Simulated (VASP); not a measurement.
A run of VASP 6.6.1 is set up as follows.

Contents of INCAR:

```
ALGO = Fast
EDIFF = 1E-7
ENCUT = 450
GGA = PE
ISIF = 2
ISMEAR = 0
LASPH = True
LCHARG = False
LREAL = False
LWAVE = False
NELM = 100
PREC = Accurate
SIGMA = 0.02
```

KPOINTS

```
k-points
0
Gamma
  8 8 8
```

The input POSCAR:

```
ZnS
1.0
    0.0000000000      2.7020000000      2.7020000000
    2.7020000000      0.0000000000      2.7020000000
    2.7020000000      2.7020000000      0.0000000000
Zn S
1 1
Direct
    0.2500000000      0.2500000000      0.2500000000
    0.0000000000      0.0000000000      0.0000000000
```

Potentials or basis: VASP PAW PBE potentials, release 64 (Zn, S).

Launch:

```sh
$ cat potpaw_PBE.64/Zn/POTCAR potpaw_PBE.64/S/POTCAR > POTCAR
$ mpirun -np 1 vasp_std > vasp.out
```

(1) What does it give for the band gap on the k mesh?

(2) What does it give for the pressure?

Answers

(1) 2.11 eV, direct.

(2) 1.7 GPa.

**Measured values to compare with.**

“Electronic, vibrational, and thermodynamic properties of ZnS (zincblende and rocksalt structure)”, 2009, arxiv:0911.5022 quotes, for a bulk crystal of ZnS at 19 K: band gap 3.85 eV (direct).

A measured gap of ZnS is 3.85 eV (direct; 19 K; quoted in “Electronic, vibrational, and thermodynamic properties of ZnS (zincblende and rocksalt structure)”, 2009, arxiv:0911.5022); the calculated 2.11 eV misses it by -1.74 eV. The value is that of PBE, without temperature or zero-point motion. Semilocal functionals fall short of measured gaps as a rule.
